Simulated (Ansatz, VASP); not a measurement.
# Cross-check of Zr2CO2 (Zr2CO2 MXene, 4 layers) between VASP and Ansatz

One calculation is typed for both programs; each brings its own data sets. How far apart do they land? The cell is taken from a series of runs on this material, whose earlier steps may have relaxed, scaled, displaced or heated it; both programs get it as it stands.

Program: Ansatz 0.2.0. Level of theory: plane waves, with VASP 6.6.1 beside it; single point at PBE with D3(BJ). Results are calculated unless marked as measured.

## 1. The structure

The cell holds 80 atoms: 16 C, 32 Zr and 32 O. Cell: a = 6.752 Å, b = 6.752 Å, c = 40.780 Å, α = 90.0°, β = 90.0°, γ = 120.0°. It derives from Zr2CO2 (Zr2CO2 MXene). As first built, before any earlier steps moved the atoms (in the runner's words): 4 layers of Zr2CO2 MXene (a = 3.31 A), 2 x 2 cells, biaxial strain +2 %, every second layer slid by 0.500 of a1 + 2 a2; facing atoms 2.84, 2.72, 2.82 A apart;. Vacuum lies along c.

## 2. VASP: single point, PBE with D3(BJ)

With cell and atoms fixed, the geometry can't cause a difference; cores, projectors, grids and the points listed under the comparison can.

Lines of VASP's logs that name or quote its potential files are left out, and so is its time.

INCAR

```
SYSTEM = Zr2CO2
PREC = Accurate
ENCUT = 520
EDIFF = 1E-06
NELM = 120
ISMEAR = -1
SIGMA = 0.025
LREAL = Auto
ALGO = Normal
GGA = PE
IVDW = 12
NBANDS = 376
LASPH = .TRUE.
LORBIT = 11
LWAVE = .FALSE.
LCHARG = .FALSE.
ISIF = 2
GGA_COMPAT = .FALSE.
EFERMI = MIDGAP
KPAR = 4
```

POSCAR

```
Zr2CO2
1.0
    6.7524000000      0.0000000000      0.0000000000
   -3.3762000000      5.8477500000      0.0000000000
    0.0000000000      0.0000000000     40.7800000000
C Zr O
16 32 32
Direct
    0.1247200000      0.9999800000      0.2798600000
    0.1247300000      0.4999800000      0.2798600000
    0.6247300000      0.9999800000      0.2798600000
    0.6247300000      0.4999900000      0.2798600000
    0.1251000000      0.5001800000      0.4266800000
    0.1251000000      0.0001900000      0.4266700000
    0.6250900000      0.5001800000      0.4266700000
    0.6251000000      0.0001900000      0.4266800000
    0.1256500000      0.0004900000      0.5734300000
    0.1256500000      0.5004900000      0.5734300000
    0.6256500000      0.0004900000      0.5734300000
    0.6256500000      0.5004900000      0.5734300000
    0.1260500000      0.5007000000      0.7202400000
    0.1260500000      0.0007100000      0.7202400000
    0.6260500000      0.5007000000      0.7202500000
    0.6260500000      0.0007100000      0.7202400000
    0.2914100000      0.3333200000      0.3137400000
    0.4579600000      0.1665900000      0.2459800000
    0.2914000000      0.8333200000      0.3137300000
    0.4579600000      0.6665900000      0.2459800000
    0.7914100000      0.3333300000      0.3137300000
    0.9579600000      0.1665900000      0.2459700000
    0.7914200000      0.8333200000      0.3137300000
    0.9579600000      0.6665900000      0.2459700000
    0.2918900000      0.8335900000      0.4605300000
    0.4583100000      0.6667900000      0.3928200000
    0.2919000000      0.3336000000      0.4605300000
    0.4583100000      0.1667900000      0.3928200000
    0.7918900000      0.8335900000      0.4605300000
    0.9583000000      0.6667800000      0.3928200000
    0.7919000000      0.3335900000      0.4605300000
    0.9583000000      0.1667800000      0.3928200000
    0.2924800000      0.3339100000      0.6072900000
    0.4588800000      0.1671000000      0.5395700000
    0.2924700000      0.8339100000      0.6072800000
    0.4588800000      0.6671000000      0.5395700000
    0.7924800000      0.3339100000      0.6072900000
    0.9588800000      0.1671000000      0.5395700000
    0.7924700000      0.8339100000      0.6072800000
    0.9588700000      0.6670900000      0.5395800000
    0.2928200000      0.8341100000      0.7541300000
    0.4593600000      0.6673800000      0.6863700000
    0.2928200000      0.3341200000      0.7541300000
    0.4593500000      0.1673700000      0.6863700000
    0.7928100000      0.8341100000      0.7541300000
    0.9593500000      0.6673800000      0.6863700000
    0.7928200000      0.3341200000      0.7541300000
    0.9593500000      0.1673700000      0.6863700000
    0.4581300000      0.1666800000      0.3339400000
    0.2913400000      0.3332900000      0.2243700000
    0.4581300000      0.6667000000      0.3339400000
    0.2913300000      0.8332800000      0.2243700000
    0.9581200000      0.1666800000      0.3339400000
    0.7913500000      0.3333000000      0.2243700000
    0.9581300000      0.6666900000      0.3339500000
    0.7913500000      0.8332700000      0.2243700000
    0.4586000000      0.6669500000      0.4807300000
    0.2916100000      0.8334400000      0.3726200000
    0.4586000000      0.1669500000      0.4807300000
    0.2916200000      0.3334400000      0.3726100000
    0.9585800000      0.6669400000      0.4807200000
    0.7916300000      0.8334400000      0.3726100000
    0.9585900000      0.1669400000      0.4807300000
    0.7916300000      0.3334500000      0.3726100000
    0.4591400000      0.1672400000      0.6274900000
    0.2921600000      0.3337400000      0.5193800000
    0.4591500000      0.6672500000      0.6274900000
    0.2921500000      0.8337300000      0.5193700000
    0.9591500000      0.1672400000      0.6274900000
    0.7921600000      0.3337500000      0.5193700000
    0.9591500000      0.6672500000      0.6274900000
    0.7921600000      0.8337300000      0.5193800000
    0.4594500000      0.6674100000      0.7757400000
    0.2926400000      0.8340000000      0.6661600000
    0.4594400000      0.1674200000      0.7757300000
    0.2926400000      0.3340100000      0.6661600000
    0.9594500000      0.6674200000      0.7757400000
    0.7926400000      0.8340000000      0.6661600000
    0.9594500000      0.1674100000      0.7757300000
    0.7926500000      0.3340100000      0.6661600000
```

KPOINTS

```
Automatic mesh
0
Gamma
3 3 1
0 0 0
```

Potentials, in the order of the species: C, Zr_sv and O (PBE family, release 64).

Launch:

```sh
mpirun -np 8 vasp_std
```

Numbers of over 12 decimals in the logs are rounded to 6 here.

Output:

```text
[banner, memory and clock lines left out]
running    8 mpi-ranks, on    1 nodes
[...]
|                                                                             |
|           W    W    AA    RRRRR   N    N  II  N    N   GGGG   !!!           |
|           W    W   A  A   R    R  NN   N  II  NN   N  G    G  !!!           |
|           W    W  A    A  R    R  N N  N  II  N N  N  G       !!!           |
|           W WW W  AAAAAA  RRRRR   N  N N  II  N  N N  G  GGG   !            |
|           WW  WW  A    A  R   R   N   NN  II  N   NN  G    G                |
|           W    W  A    A  R    R  N    N  II  N    N   GGGG   !!!           |
|                                                                             |
|     For optimal performance we recommend to set                             |
|       NCORE = 2 up to number-of-cores-per-socket                            |
|     NCORE specifies how many cores store one orbital (NPAR=cpu/NCORE).      |
|     This setting can greatly improve the performance of VASP for DFT.       |
|     The default, NCORE=1 might be grossly inefficient on modern             |
|     multi-core architectures or massively parallel machines. Do your        |
|     Unfortunately you need to use the default for GW and RPA                |
|     calculations (for HF NCORE is supported but not extensively tested      |
|     yet).                                                                   |
|                                                                             |

 LDA part: xc-table for (Slater+PW92), standard interpolation
 POSCAR, INCAR and KPOINTS ok, starting setup
[...]
entering main loop
       N       E                     dE             d eps       ncg     rms          rms(c)
DAV:   1     0.751735597094E+04    0.75174E+04   -0.33916E+05  3856   0.163E+03
DAV:   2    -0.354867410614E+02   -0.75528E+04   -0.73301E+04  4456   0.488E+02
DAV:   3    -0.827791841363E+03   -0.79231E+03   -0.78438E+03  4856   0.144E+02
DAV:   4    -0.905883330879E+03   -0.78091E+02   -0.78007E+02  6544   0.375E+01
[...]
DAV:  27    -0.758090284652E+03   -0.31791E-05   -0.42780E-08  2448   0.295E-04    0.292E-04
DAV:  28    -0.758090285654E+03   -0.10026E-05   -0.61448E-09  2336   0.224E-04    0.102E-04
DAV:  29    -0.758090286043E+03   -0.38882E-06    0.19284E-08  2336   0.164E-04
   1 F= -.78104359E+03 E0= -.78104359E+03  d E =-.192162E-06
```

Parts of OUTCAR (step 2):

```text
  FREE ENERGIE OF THE ION-ELECTRON SYSTEM (eV)
  ---------------------------------------------------
  free  energy   TOTEN  =      -781.0435852219 eV

  energy  without entropy=     -781.0435850297  energy(sigma->0) =     -781.04358513
```

## 3. Ansatz: single point, PBE with D3(BJ)

Ansatz runs on its default PAW (the set named soft_2) files.

The same cell, functional, mesh and smearing now go to Ansatz, which takes its cutoff from its data sets.

input.yaml

```yaml
crystal:
  lattice:
    - [6.7524, 0.0, 0.0]
    - [-3.3762, 5.84775, 0.0]
    - [0.0, 0.0, 40.78]
  atoms:
    - { symbol: C, position: [0.12472, 0.99998, 0.27986] }
    - { symbol: Zr, position: [0.29141, 0.33332, 0.31374] }
    - { symbol: Zr, position: [0.45796, 0.16659, 0.24598] }
    - { symbol: O, position: [0.45813, 0.16668, 0.33394] }
    - { symbol: O, position: [0.29134, 0.33329, 0.22437] }
    - { symbol: C, position: [0.12473, 0.49998, 0.27986] }
    - { symbol: Zr, position: [0.2914, 0.83332, 0.31373] }
    - { symbol: Zr, position: [0.45796, 0.66659, 0.24598] }
    - { symbol: O, position: [0.45813, 0.6667, 0.33394] }
    - { symbol: O, position: [0.29133, 0.83328, 0.22437] }
    - { symbol: C, position: [0.62473, 0.99998, 0.27986] }
    - { symbol: Zr, position: [0.79141, 0.33333, 0.31373] }
    - { symbol: Zr, position: [0.95796, 0.16659, 0.24597] }
    - { symbol: O, position: [0.95812, 0.16668, 0.33394] }
    - { symbol: O, position: [0.79135, 0.3333, 0.22437] }
    - { symbol: C, position: [0.62473, 0.49999, 0.27986] }
    - { symbol: Zr, position: [0.79142, 0.83332, 0.31373] }
    - { symbol: Zr, position: [0.95796, 0.66659, 0.24597] }
    - { symbol: O, position: [0.95813, 0.66669, 0.33395] }
    - { symbol: O, position: [0.79135, 0.83327, 0.22437] }
    - { symbol: C, position: [0.1251, 0.50018, 0.42668] }
    - { symbol: Zr, position: [0.29189, 0.83359, 0.46053] }
    - { symbol: Zr, position: [0.45831, 0.66679, 0.39282] }
    - { symbol: O, position: [0.4586, 0.66695, 0.48073] }
    - { symbol: O, position: [0.29161, 0.83344, 0.37262] }
    - { symbol: C, position: [0.1251, 0.00019, 0.42667] }
    - { symbol: Zr, position: [0.2919, 0.3336, 0.46053] }
    - { symbol: Zr, position: [0.45831, 0.16679, 0.39282] }
    - { symbol: O, position: [0.4586, 0.16695, 0.48073] }
    - { symbol: O, position: [0.29162, 0.33344, 0.37261] }
    - { symbol: C, position: [0.62509, 0.50018, 0.42667] }
    - { symbol: Zr, position: [0.79189, 0.83359, 0.46053] }
    - { symbol: Zr, position: [0.9583, 0.66678, 0.39282] }
    - { symbol: O, position: [0.95858, 0.66694, 0.48072] }
    - { symbol: O, position: [0.79163, 0.83344, 0.37261] }
    - { symbol: C, position: [0.6251, 0.00019, 0.42668] }
    - { symbol: Zr, position: [0.7919, 0.33359, 0.46053] }
    - { symbol: Zr, position: [0.9583, 0.16678, 0.39282] }
    - { symbol: O, position: [0.95859, 0.16694, 0.48073] }
    - { symbol: O, position: [0.79163, 0.33345, 0.37261] }
    - { symbol: C, position: [0.12565, 0.00049, 0.57343] }
    - { symbol: Zr, position: [0.29248, 0.33391, 0.60729] }
    - { symbol: Zr, position: [0.45888, 0.1671, 0.53957] }
    - { symbol: O, position: [0.45914, 0.16724, 0.62749] }
    - { symbol: O, position: [0.29216, 0.33374, 0.51938] }
    - { symbol: C, position: [0.12565, 0.50049, 0.57343] }
    - { symbol: Zr, position: [0.29247, 0.83391, 0.60728] }
    - { symbol: Zr, position: [0.45888, 0.6671, 0.53957] }
    - { symbol: O, position: [0.45915, 0.66725, 0.62749] }
    - { symbol: O, position: [0.29215, 0.83373, 0.51937] }
    - { symbol: C, position: [0.62565, 0.00049, 0.57343] }
    - { symbol: Zr, position: [0.79248, 0.33391, 0.60729] }
    - { symbol: Zr, position: [0.95888, 0.1671, 0.53957] }
    - { symbol: O, position: [0.95915, 0.16724, 0.62749] }
    - { symbol: O, position: [0.79216, 0.33375, 0.51937] }
    - { symbol: C, position: [0.62565, 0.50049, 0.57343] }
    - { symbol: Zr, position: [0.79247, 0.83391, 0.60728] }
    - { symbol: Zr, position: [0.95887, 0.66709, 0.53958] }
    - { symbol: O, position: [0.95915, 0.66725, 0.62749] }
    - { symbol: O, position: [0.79216, 0.83373, 0.51938] }
    - { symbol: C, position: [0.12605, 0.5007, 0.72024] }
    - { symbol: Zr, position: [0.29282, 0.83411, 0.75413] }
    - { symbol: Zr, position: [0.45936, 0.66738, 0.68637] }
    - { symbol: O, position: [0.45945, 0.66741, 0.77574] }
    - { symbol: O, position: [0.29264, 0.834, 0.66616] }
    - { symbol: C, position: [0.12605, 0.00071, 0.72024] }
    - { symbol: Zr, position: [0.29282, 0.33412, 0.75413] }
    - { symbol: Zr, position: [0.45935, 0.16737, 0.68637] }
    - { symbol: O, position: [0.45944, 0.16742, 0.77573] }
    - { symbol: O, position: [0.29264, 0.33401, 0.66616] }
    - { symbol: C, position: [0.62605, 0.5007, 0.72025] }
    - { symbol: Zr, position: [0.79281, 0.83411, 0.75413] }
    - { symbol: Zr, position: [0.95935, 0.66738, 0.68637] }
    - { symbol: O, position: [0.95945, 0.66742, 0.77574] }
    - { symbol: O, position: [0.79264, 0.834, 0.66616] }
    - { symbol: C, position: [0.62605, 0.00071, 0.72024] }
    - { symbol: Zr, position: [0.79282, 0.33412, 0.75413] }
    - { symbol: Zr, position: [0.95935, 0.16737, 0.68637] }
    - { symbol: O, position: [0.95945, 0.16741, 0.77573] }
    - { symbol: O, position: [0.79265, 0.33401, 0.66616] }
kpoints:
  mp_grid: { grid: [3, 3, 1] }
hamiltonian:
  xc: pbe
  dispersion: d3bj
scf:
  occupations: { method: fermi_dirac, width: 0.025 }
output:
  forces: true
  populations: true
  dos:
    method: { smearing: { sigma: 0.1 } }
    de: 0.1
    projected:
      site_lists:
        C: [C]
        O: [O]
        Zr: [Zr]
        layer_1: [0, 1, 2, 3, 4, 5, 6, 7, 8, 9, 10, 11, 12, 13, 14, 15, 16, 17, 18, 19]
        layer_2: [20, 21, 22, 23, 24, 25, 26, 27, 28, 29, 30, 31, 32, 33, 34, 35, 36, 37, 38, 39]
        layer_3: [40, 41, 42, 43, 44, 45, 46, 47, 48, 49, 50, 51, 52, 53, 54, 55, 56, 57, 58, 59]
        layer_4: [60, 61, 62, 63, 64, 65, 66, 67, 68, 69, 70, 71, 72, 73, 74, 75, 76, 77, 78, 79]
  eigenvalues: true
  write_density: true
  write_potential: true
  volumetric_format: npy
```

Launch:

```sh
ansatz run input.yaml --threads 8 --pin off --max-ram 15872MiB --backend cpu --events-out ev --progress --plain --runs-dir out
```

Output:

```text
Warning: at least one further symmetry operation maps every atom of the structure, as the run holds it, onto an atom to within 2.45e-5 (fractional), and is not used: no operation is sought that the atoms, as the run holds them, miss by more than 2.00e-5, twice crystal.symmetry.tolerance (1.0e-5). The run uses 1 unitary operations. The run imposes no operation that its atoms and lattice do not hold. Figures that only  [...]
Engine: ansatz 0.2.0, x86_64-unknown-linux-gnu
Pseudopotentials: kind: paw
Pseudopotential: C, paw, valence charge 4, recommended cutoff 420 eV (normal), C.paw.azcp
Pseudopotential: Zr, paw, valence charge 12, recommended cutoff 420 eV (normal), Zr.paw.azcp
Pseudopotential: O, paw, valence charge 6, recommended cutoff 420 eV (normal), O.paw.azcp
Functional definition: PBE
  parameter kappa = 0.804
  parameter beta = 0.066725
  exchange = pbe_x(kappa = kappa, mu = beta*pi^2/3)
  correlation = pbe_c(beta = beta)
Crystal: 80 atoms, lattice volume = 1610.253 Å³
Basis set: ecut = 420 eV, 31517 PW (Γ), exchange–correlation on 96×96×576 points (8 copies of the dense FFT grid, shifted against one another)
Bands: 400, of which v1, the nominal top of the filled ones, is band 320 counted from 1 (319 counted from 0)
Symmetry: 1 space group operations
Space group: P1 (ITA 1), of the structure as read, at distance tolerance 1.2e-4 Å
k-points: 5 of 9 (time reversal used)
Non-local potential: C, projectors of the file, l = 0: 2, l = 1: 2, l = 2: 1
Non-local potential: Zr, projectors of the file, l = 0: 3, l = 1: 2, l = 2: 2, l = 3: 2
Non-local potential: O, projectors of the file, l = 0: 2, l = 1: 2, l = 2: 1
PAW form: soft (Blöchl's): semilocal exchange-correlation on the pseudo side does not see the compensation charge
PAW one-centre angular grid: C, 110 points (default); XC on 64 Gauss nodes
PAW one-centre angular grid: Zr, 590 points (default); XC on 64 Gauss nodes
PAW one-centre angular grid: O, 110 points (default); XC on 64 Gauss nodes
Initial density: superposition of atomic densities (neutral atoms: chi_scale 0, normalization atom), corrected by the library's trained network
Initial wavefunctions: pseudopotential atomic-orbital guess
Functional: x = pbe(κ = 0.804, μ = 0.219515), c = pbe(β = 0.066725)
SCF iter   1: F=—  HF=-156177.721591 eV  |F-HF|=—  |Δ(HF+E_count)|=         —  Δρ=4.77e-3  dr2=7.44e-1  ethr=1.77e-3  ⟨swp⟩=6.2  Hψ=7636  notcnv=0  defer=239
preconditioner: auto → Resta (q_TF=auto, 2.339 Å⁻¹)  ε∞=2.8  [insulator: Δε(μ)=0.782 eV  Ē_g=16.513 eV  σ=0.025 eV  W_gap=1.00  n_scr=384 (ndim 8)  ℏωp=22.2 eV  f_vac=0.393  D(μ)=0.00/eV (n_scr^D=0)  ε∞_Penn≈2.8  vacuum switching on, ρ_ref=2.0e-2 e/Å³]
SCF iter   2: F=—  HF=-156177.681839 eV  |F-HF|=—  |Δ(HF+E_count)|=   3.98e-2  Δρ=2.77e-3  dr2=3.84e-1  ethr=1.16e-4  ⟨swp⟩=2.0  Hψ=3153  notcnv=0  defer=347
SCF iter   3: F=—  HF=-156177.648184 eV  |F-HF|=—  |Δ(HF+E_count)|=   3.37e-2  Δρ=1.40e-3  dr2=4.90e-2  ethr=6.00e-5  ⟨swp⟩=3.0  Hψ=4137  notcnv=0  defer=353
SCF iter   4: F=—  HF=-156177.647193 eV  |F-HF|=—  |Δ(HF+E_count)|=   9.91e-4  Δρ=7.26e-4  dr2=1.17e-2  ethr=7.66e-6  ⟨swp⟩=3.4  Hψ=2707  notcnv=0  defer=353
SCF iter   5: F=—  HF=-156177.647874 eV  |F-HF|=—  |Δ(HF+E_count)|=   6.81e-4  Δρ=1.79e-4  dr2=5.00e-4  ethr=1.83e-6  ⟨swp⟩=2.8  Hψ=2501  notcnv=0  defer=353
SCF iter   6: F=—  HF=-156177.647880 eV  |F-HF|=—  |Δ(HF+E_count)|=   6.10e-6  Δρ=8.07e-5  dr2=1.32e-4  ethr=7.81e-8  ⟨swp⟩=3.8  Hψ=3928  notcnv=0  defer=353
SCF iter   7: F=—  HF=-156177.647900 eV  |F-HF|=—  |Δ(HF+E_count)|=   2.02e-5  Δρ=3.92e-5  dr2=4.17e-5  ethr=2.06e-8  ⟨swp⟩=2.2  Hψ=2351  notcnv=0  defer=353
SCF iter   8: F=—  HF=-156177.647937 eV  |F-HF|=—  |Δ(HF+E_count)|=   3.68e-5  Δρ=1.67e-5  dr2=3.56e-6  ethr=6.52e-9  ⟨swp⟩=2.2  Hψ=3360  notcnv=0  defer=353
SCF iter   9: F=—  HF=-156177.647938 eV  |F-HF|=—  |Δ(HF+E_count)|=   1.56e-6  Δρ=6.91e-6  dr2=6.08e-7  ethr=5.57e-10  ⟨swp⟩=3.0  Hψ=3094  notcnv=0  defer=353
SCF iter  10: F=—  HF=-156177.647939 eV  |F-HF|=—  |Δ(HF+E_count)|=   2.50e-7  Δρ=3.22e-6  dr2=1.41e-7  ethr=9.50e-11  ⟨swp⟩=3.0  Hψ=3025  notcnv=0  defer=353
SCF iter  11: F=-156177.647939 eV  HF=-156177.647939 eV  |F-HF|=6.69e-9  |Δ(HF+E_count)|=   5.73e-9  Δρ=9.07e-7  dr2=8.43e-9  ethr=1.56e-11  ⟨swp⟩=20.6  Hψ=17171  notcnv=0
SCF 1 converged in 11 iterations: F = -156177.647939 eV  dr2 = 8.43e-9
[...]
k-point 4: bands = [... 316 lower, 5.4251, 5.5114, 5.5232, 5.6071, 7.1746, 7.3450, 7.5962, 7.6465, ... 76 higher]
--- Löwdin populations: 80 sites ---
  site symbol       q [e]
     0      C      4.9159
     1     Zr     10.8450
     2     Zr     10.8033
     3      O      6.6243
     4      O      6.6525
     5      C      4.9159
     6     Zr     10.8452
     7     Zr     10.8033
     8      O      6.6243
     9      O      6.6525
    10      C      4.9159
    11     Zr     10.8452
    12     Zr     10.8032
    13      O      6.6243
    14      O      6.6525
    15      C      4.9159
    16     Zr     10.8452
    17     Zr     10.8032
    18      O      6.6243
    19      O      6.6525
    20      C      4.9135
    21     Zr     10.8436
    22     Zr     10.8435
    23      O      6.6231
[...]
72     Zr     10.8451
    73      O      6.6525
    74      O      6.6243
    75      C      4.9159
    76     Zr     10.8032
    77     Zr     10.8452
    78      O      6.6525
    79      O      6.6243
  spilling = 0.003895 (of n_electrons = 640.000000)
```

## 4. Differences

Known differences besides the potentials themselves: the cutoff is 420 eV in Ansatz and 520 eV in VASP (PREC = Accurate, projectors in real space). Total energies have different zeros and are not compared.

The two programs side by side:

```
              quantity  Ansatz   VASP  difference
gap on the k mesh (eV)   0.754  0.750      +0.004
```

At this near-relaxed geometry the largest component of a force difference is 23 meV/Å. A gap on the mesh is an upper bound, since the band edges may lie between its points. With vacuum in the cell, a pressure given here is an average over mostly empty space and none of the material.

## 5. Results

| Item | Value |
| --- | --- |
| difference in gap on the k mesh (single point, PBE with D3(BJ)) | 0.0039 eV |
| r.m.s. force difference (single point, PBE with D3(BJ)) | 9.0 meV/Å |

What this shows: The r.m.s. force difference is 9.0 meV/Å (single point, PBE with D3(BJ)), within the 12 meV/Å picked in this series as the mark of a large difference. How closely two codes agree says nothing of how well the functional describes the real material.

[Lines on the potential files, build, host, timing and source positions are cut from VASP's logs without a mark.]

[Logs are printed without paths, hosts, clocks, repeated set-up lines and the standing remarks that a program may print on its own settings, such as how far it seeks lower states.]

[Hosts, paths, dates, database ids (printed as entryN), source tags and the programs' standing remarks are cut or masked in the printed files.]
